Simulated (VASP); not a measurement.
Here is the system:

```xyz
8
Lattice="6.1929 -0.0150 0.0000 -0.0150 6.1929 0.0000 0.0000 0.0000 6.2483" Properties=species:S:1:pos:R:3 pbc="T T T"
Sn     0.0000     0.0000     6.1391
Sn     1.5445     1.5445     1.6713
Sn     3.0889     3.0889     6.1391
Sn     4.6334     4.6334     1.6713
Ge     3.0964    -0.0075     3.2216
Ge     4.6409     1.5369     4.5888
Ge     6.1853     3.0814     3.2216
Ge     1.5369     4.6409     4.5888
```

Computed with PBE GGA, VASP's PBE PAW potentials (set 64) (plane waves; VASP). Numerical set-up: 400 eV cut-off, 4×4×4 Γ-centred mesh, Gaussian smearing of 0.050 eV, potentials Sn_d Ge_d.

Unless said otherwise, spin-orbit coupling is left out, though it shifts the bands of the heavy elements here.

### Question
What does the run give for the energy per atom (σ→0), band gap (on the k-mesh) with the smallest direct gap where there is one?

### Answer

| Quantity | Value |
|---|---|
| band gap (on the k-mesh) | none (metal, semimetal or under 0.01 eV) |
| energy per atom (σ→0) | -4.118 eV/atom |

Only differences to runs with the same potentials and settings are physical.

The structure was generated: Sn4Ge4 was put into an ordered model structure (Pmma), which need not be its known phase. It was relaxed first, which changed the volume by +7 %.
